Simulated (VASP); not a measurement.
A convergence study with VASP on CdS (zinc blende): one setting is varied, all else stays as given below, so the limit is that of these other settings.

```
CdS
1.0
    0.00000     2.91000     2.91000
    2.91000     0.00000     2.91000
    2.91000     2.91000     0.00000
Cd S
1 1
Direct
  0.00000   0.00000   0.00000
  0.25000   0.25000   0.25000
```

Method: PBE GGA, VASP's PBE PAW potentials (set 64) (plane waves; VASP). The tightest run used: 550 eV cut-off, 17×17×17 Γ-centred mesh, Gaussian smearing of 0.050 eV, potentials Cd S.

The reference is 17×17×17 mesh, which took about 60 core-seconds. Costs are core time on shared hosts, one run each; read them as rough ratios.

Task: Of the settings 1×1×1 mesh; 2×2×2 mesh; 3×3×3 mesh; 4×4×4 mesh; 5×5×5 mesh; 6×6×6 mesh; 7×7×7 mesh; 8×8×8 mesh; 9×9×9 mesh; 10×10×10 mesh; 11×11×11 mesh; 12×12×12 mesh; 13×13×13 mesh; 14×14×14 mesh; 15×15×15 mesh; 16×16×16 mesh; 17×17×17 mesh, which is the lowest that keeps the difference from the reference in the stress, largest component (GPa) within 0.2 from there on, and what does it cost?

Result: 4×4×4 mesh; its cost over the reference is about 1/10.
```
setting        difference in the stress, largest component (GPa)  cost over the reference
-------------  -------------------------------------------------  -----------------------
1×1×1 mesh                                                 35.91               about 1/20
2×2×2 mesh                                                  3.37               about 1/20
3×3×3 mesh                                                  0.74               about 1/20
4×4×4 mesh                                                  0.17               about 1/10
5×5×5 mesh                                                  0.04               about 1/10
6×6×6 mesh                                                  0.01                about 1/8
7×7×7 mesh                                                  0.00                about 1/7
8×8×8 mesh                                                  0.00                about 1/5
9×9×9 mesh                                                  0.00                about 1/4
10×10×10 mesh                                               0.00                about 1/3
11×11×11 mesh                                               0.00                about 1/3
12×12×12 mesh                                               0.00                about 1/2
13×13×13 mesh                                               0.00     within a factor of 2
14×14×14 mesh                                               0.00     within a factor of 2
15×15×15 mesh                                               0.00     within a factor of 2
16×16×16 mesh                                               0.00     within a factor of 2
17×17×17 mesh                                               0.00                reference
```

Left out are rungs that failed or repeat a setting and relaxations that didn't move; long series are thinned to 24 rows.

The compound is CdS in the zinc blende structure, a metastable form; wurtzite is the usual one. The cell was not relaxed at this level.
